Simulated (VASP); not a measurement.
```yaml
crystal:
  lattice:
    - [5.93002, 0.00000, 0.00000]
    - [0.00000, 5.93002, 0.00000]
    - [0.00000, 0.00000, 5.93002]
  atoms:
    - { symbol: Cs, position: [0.00000, 0.00000, 0.00000] }
    - { symbol: Pb, position: [0.50000, 0.50000, 0.50000] }
    - { symbol: Br, position: [0.50000, 0.00000, 0.50000] }
    - { symbol: Br, position: [0.00000, 0.50000, 0.50000] }
    - { symbol: Br, position: [0.50000, 0.50000, 0.00000] }
```

Method: PBE GGA with D3 dispersion (Becke-Johnson damping), VASP's PBE PAW potentials (set 64) (plane waves; VASP). Settings: 520 eV cut-off, 4×4×4 Γ-centred mesh, tetrahedra with Blöchl corrections, potentials Cs_sv Pb_d Br.

Unless said otherwise, spin-orbit coupling is left out, though it shifts the bands of the heavy elements here.

Q: Estimate the energy per atom (σ→0), band gap (on the k-mesh) with the smallest direct gap where there is one.

A: 
```yaml
band gap (on the k-mesh): 1.65 eV
smallest direct gap (on the k-mesh): 1.65 eV
energy per atom (σ→0): -3.383 eV/atom
```

The compound is CsPbBr3 in the cubic perovskite structure, the ideal cubic form; the compound distorts at low or room temperature. It was relaxed first.
